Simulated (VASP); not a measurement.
Output of a VASP run:

File OSZICAR:
```
...
DAV:   1    -0.255435741909E+03   -0.13659E-02   -0.15294E-01   688   0.715E-01    0.149E-01
RMM:   2    -0.255436629174E+03   -0.88727E-03   -0.10973E-02   648   0.185E-01    0.478E-02
RMM:   3    -0.255436774530E+03   -0.14536E-03   -0.17724E-03   668   0.764E-02    0.280E-02
RMM:   4    -0.255436787110E+03   -0.12580E-04   -0.30089E-04   675   0.311E-02    0.165E-02
RMM:   5    -0.255436790313E+03   -0.32032E-05   -0.56217E-05   501   0.141E-02
   5 F= -.25543679E+03 E0= -.25542628E+03  d E =-.106890E-01  mag=     1.0000
       N       E                     dE             d eps       ncg     rms          rms(c)
DAV:   1    -0.255439636798E+03   -0.28497E-02   -0.85763E-02   672   0.540E-01    0.996E-02
RMM:   2    -0.255440035376E+03   -0.39858E-03   -0.48154E-03   648   0.123E-01    0.338E-02
RMM:   3    -0.255440107641E+03   -0.72265E-04   -0.80039E-04   675   0.514E-02    0.196E-02
RMM:   4    -0.255440113512E+03   -0.58717E-05   -0.11784E-04   606   0.204E-02    0.110E-02
RMM:   5    -0.255440115332E+03   -0.18202E-05   -0.26547E-05   425   0.967E-03
   6 F= -.25544012E+03 E0= -.25542894E+03  d E =-.332502E-02  mag=     1.0000
       N       E                     dE             d eps       ncg     rms          rms(c)
DAV:   1    -0.255441125702E+03   -0.10122E-02   -0.19844E-01   672   0.822E-01    0.151E-01
RMM:   2    -0.255442053301E+03   -0.92760E-03   -0.11195E-02   648   0.188E-01    0.515E-02
RMM:   3    -0.255442221708E+03   -0.16841E-03   -0.18639E-03   676   0.784E-02    0.302E-02
RMM:   4    -0.255442235788E+03   -0.14081E-04   -0.27559E-04   663   0.310E-02    0.171E-02
RMM:   5    -0.255442240195E+03   -0.44063E-05   -0.63279E-05   508   0.148E-02
   7 F= -.25544224E+03 E0= -.25543008E+03  d E =-.544988E-02  mag=     1.0000
       N       E                     dE             d eps       ncg     rms          rms(c)
DAV:   1    -0.255444266179E+03   -0.20304E-02   -0.88618E-02   720   0.561E-01    0.935E-02
RMM:   2    -0.255444565482E+03   -0.29930E-03   -0.38885E-03   649   0.118E-01    0.352E-02
RMM:   3    -0.255444623694E+03   -0.58211E-04   -0.66371E-04   677   0.485E-02    0.205E-02
RMM:   4    -0.255444629772E+03   -0.60784E-05   -0.10007E-04   626   0.192E-02    0.989E-03
RMM:   5    -0.255444632004E+03   -0.22318E-05   -0.22871E-05   413   0.909E-03
   8 F= -.25544463E+03 E0= -.25543248E+03  d E =-.239181E-02  mag=     1.0000
       N       E                     dE             d eps       ncg     rms          rms(c)
DAV:   1    -0.255444944850E+03   -0.31508E-03   -0.52263E-02   672   0.431E-01    0.713E-02
RMM:   2    -0.255445125089E+03   -0.18024E-03   -0.23084E-03   648   0.911E-02    0.270E-02
RMM:   3    -0.255445162073E+03   -0.36984E-04   -0.40717E-04   685   0.375E-02    0.160E-02
RMM:   4    -0.255445165416E+03   -0.33423E-05   -0.57656E-05   536   0.147E-02
   9 F= -.25544517E+03 E0= -.25543302E+03  d E =-.292522E-02  mag=     1.0000
       N       E                     dE             d eps       ncg     rms          rms(c)
DAV:   1    -0.255445419478E+03   -0.25740E-03   -0.72686E-02   720   0.507E-01    0.880E-02
RMM:   2    -0.255445753129E+03   -0.33365E-03   -0.41501E-03   648   0.118E-01    0.283E-02
RMM:   3    -0.255445820092E+03   -0.66962E-04   -0.69875E-04   671   0.495E-02    0.190E-02
RMM:   4    -0.255445824876E+03   -0.47840E-05   -0.10458E-04   629   0.196E-02    0.104E-02
RMM:   5    -0.255445826437E+03   -0.15617E-05   -0.24279E-05   422   0.956E-03
  10 F= -.25544583E+03 E0= -.25543415E+03  d E =-.661022E-03  mag=     1.0000
```

OUTCAR:
```
------------------------ aborting loop because EDIFF is reached ----------------------------------------
  FORCE on cell =-STRESS in cart. coord.  units (eV):
  Direction    XX          YY          ZZ          XY          YZ          ZX
  --------------------------------------------------------------------------------------
  Total       32.5307958     32.5185630     32.5301589      0.0669654      0.0011776      0.1132792
  in kB       34.0720185     34.0592062     34.0713515      0.0701381      0.0012334      0.1186461
  external PRESSURE =      34.0675254 kB  Pullay stress =       0.0000000 kB
  volume of cell :     1529.70
      direct lattice vectors                 reciprocal lattice vectors
    11.522210421  0.000000000  0.000000000     0.086788903  0.000000000  0.000000000
     0.000000000 11.522210421  0.000000000     0.000000000  0.086788903  0.000000000
     0.000000000  0.000000000 11.522210421     0.000000000  0.000000000  0.086788903
  FREE ENERGIE OF THE ION-ELECTRON SYSTEM (eV)
  ---------------------------------------------------
  free  energy   TOTEN  =      -255.4458264373 eV

  energy  without entropy=     -255.4224794145  energy(sigma->0) =     -255.43415293

 total charge

# of ion       s       p       d       tot
------------------------------------------
    1        1.113   1.104   0.121   2.338
    2        1.085   1.140   0.126   2.352
    3        1.085   1.140   0.126   2.352
    4        1.102   1.133   0.125   2.360
    5        1.085   1.140   0.126   2.352
    6        1.103   1.127   0.124   2.355
    7        1.085   1.140   0.126   2.352
    8        1.085   1.140   0.126   2.352
    9        1.087   1.131   0.125   2.343
   10        1.087   1.130   0.125   2.342
   11        1.103   1.128   0.124   2.356
   12        1.087   1.130   0.125   2.342
   13        1.085   1.141   0.127   2.352
   14        1.113   1.104   0.121   2.338
   15        1.085   1.140   0.126   2.351
   16        1.085   1.140   0.126   2.352
   17        1.087   1.131   0.125   2.343
   18        1.087   1.130   0.125   2.342
   19        1.113   1.105   0.121   2.339
   20        1.087   1.131   0.125   2.343
   21        1.087   1.130   0.125   2.342
   22        1.085   1.140   0.126   2.352
   23        1.087   1.130   0.125   2.342
   24        1.087   1.130   0.125   2.342
   25        1.085   1.140   0.126   2.352
   26        1.103   1.127   0.124   2.355
   27        1.087   1.130   0.125   2.342
   28        1.085   1.140   0.126   2.351
   29        1.087   1.130   0.124   2.341
   30        1.087   1.130   0.125   2.342
   31        1.085   1.140   0.126   2.352
   32        1.222   1.584   0.024   2.830
   33        1.222   1.584   0.024   2.830
   34        1.222   1.583   0.024   2.830
   35        1.219   1.588   0.024   2.832
   36        1.219   1.591   0.025   2.835
   37        1.219   1.591   0.025   2.835
   38        1.219   1.588   0.024   2.832
   39        1.219   1.591   0.025   2.835
   40        1.226   1.567   0.028   2.821
   41        1.219   1.591   0.024   2.834
   42        1.219   1.591   0.025   2.835
   43        1.219   1.591   0.024   2.835
   44        1.219   1.588   0.024   2.832
   45        1.222   1.583   0.024   2.830
   46        1.222   1.583   0.024   2.830
   47        1.219   1.591   0.025   2.835
   48        1.226   1.567   0.027   2.821
...
```
(Selected blocks of OUTCAR.)

**POSCAR**
```
Ga31As32Si
1
   11.5222104212    -0.0000000000    -0.0000000000
   -0.0000000000    11.5222104212     0.0000000000
    0.0000000000     0.0000000000    11.5222104212
Ga As Si
31 32 1
Direct
  0.5000000000   0.0000000000   0.0000000000
  0.7500000000   0.2500000000   0.0000000000
  0.7500000000   0.0000000000   0.2500000000
  0.0000000000   0.0000000000   0.0000000000
  0.2500000000   0.2500000000   0.0000000000
  0.5000000000   0.5000000000   0.0000000000
  0.7500000000   0.7500000000   0.0000000000
  0.2500000000   0.0000000000   0.2500000000
  0.5000000000   0.2500000000   0.2500000000
  0.7500000000   0.5000000000   0.2500000000
  0.5000000000   0.0000000000   0.5000000000
  0.7500000000   0.2500000000   0.5000000000
  0.7500000000   0.0000000000   0.7500000000
  0.0000000000   0.5000000000   0.0000000000
  0.2500000000   0.7500000000   0.0000000000
  0.0000000000   0.2500000000   0.2500000000
  0.2500000000   0.5000000000   0.2500000000
  0.5000000000   0.7500000000   0.2500000000
  0.0000000000   0.0000000000   0.5000000000
  0.2500000000   0.2500000000   0.5000000000
  0.7500000000   0.7500000000   0.5000000000
  0.2500000000   0.0000000000   0.7500000000
  0.5000000000   0.2500000000   0.7500000000
  0.7500000000   0.5000000000   0.7500000000
  0.0000000000   0.7500000000   0.2500000000
  0.0000000000   0.5000000000   0.5000000000
  0.2500000000   0.7500000000   0.5000000000
  0.0000000000   0.2500000000   0.7500000000
  0.2500000000   0.5000000000   0.7500000000
  0.5000000000   0.7500000000   0.7500000000
  0.0000000000   0.7500000000   0.7500000000
  0.6250000000   0.1250000000   0.1250000000
  0.8750000000   0.3750000000   0.1250000000
  0.8750000000   0.1250000000   0.3750000000
  0.1250000000   0.1250000000   0.1250000000
  0.3750000000   0.3750000000   0.1250000000
  0.6250000000   0.6250000000   0.1250000000
  0.8750000000   0.8750000000   0.1250000000
  0.3750000000   0.1250000000   0.3750000000
  0.6254130000   0.3791350000   0.3785160000
  0.8750000000   0.6250000000   0.3750000000
  0.6250000000   0.1250000000   0.6250000000
  0.8750000000   0.3750000000   0.6250000000
  0.8750000000   0.1250000000   0.8750000000
  0.1250000000   0.6250000000   0.1250000000
  0.3750000000   0.8750000000   0.1250000000
  0.1250000000   0.3750000000   0.3750000000
  0.3759360000   0.6266890000   0.3753570000
  0.6250000000   0.8750000000   0.3750000000
  0.1250000000   0.1250000000   0.6250000000
  0.3760740000   0.3791450000   0.6264650000
  0.6228940000   0.6213760000   0.6265390000
  0.8750000000   0.8750000000   0.6250000000
  0.3750000000   0.1250000000   0.8750000000
  0.6250000000   0.3750000000   0.8750000000
  0.8750000000   0.6250000000   0.8750000000
  0.1250000000   0.8750000000   0.3750000000
  0.1250000000   0.6250000000   0.6250000000
  0.3750000000   0.8750000000   0.6250000000
  0.1250000000   0.3750000000   0.8750000000
  0.3750000000   0.6250000000   0.8750000000
  0.6250000000   0.8750000000   0.8750000000
  0.1250000000   0.8750000000   0.8750000000
  0.4995300000   0.4975620000   0.5034130000
```

**Question.** Reconstruct the remaining input files.

**Answer.** One answer among several that fit: the input of the run itself, PBE GGA, plane waves, VASP's PBE PAW potentials (set 64).

### KPOINTS
```
Automatic
0
Gamma
  1 1 1
```

INCAR:
```
SYSTEM = Ga31As32Si
PREC = Normal; ENCUT = 400; LREAL = Auto
LASPH = .True.; ISYM = 0; NELECT = 259.0
EDIFF = 1E-5; NELM = 100; NELMIN = 4
ALGO = Fast; LMAXMIX = 4
ISMEAR = 0; SIGMA = 0.05
GGA = PE
ISPIN = 2; MAGMOM = 64*0.0156; NUPDOWN = 1
IBRION = 2; NSW = 60; ISIF = 2
EDIFFG = -0.03
LWAVE = .False.; LCHARG = .False.; LORBIT = 10
```

POTCAR, in this order: Ga As Si (PBE.64 set). Program: vasp_gam.

The cell is charged, with a uniform compensating background. The supercell is sampled at Γ alone, which is coarse: total energies, pressure and levels can be off, energies of defects by several tenths of an eV.

The cell is a supercell with a defect, built from GaAs (zinc blende): Si_Ga, charge -2.
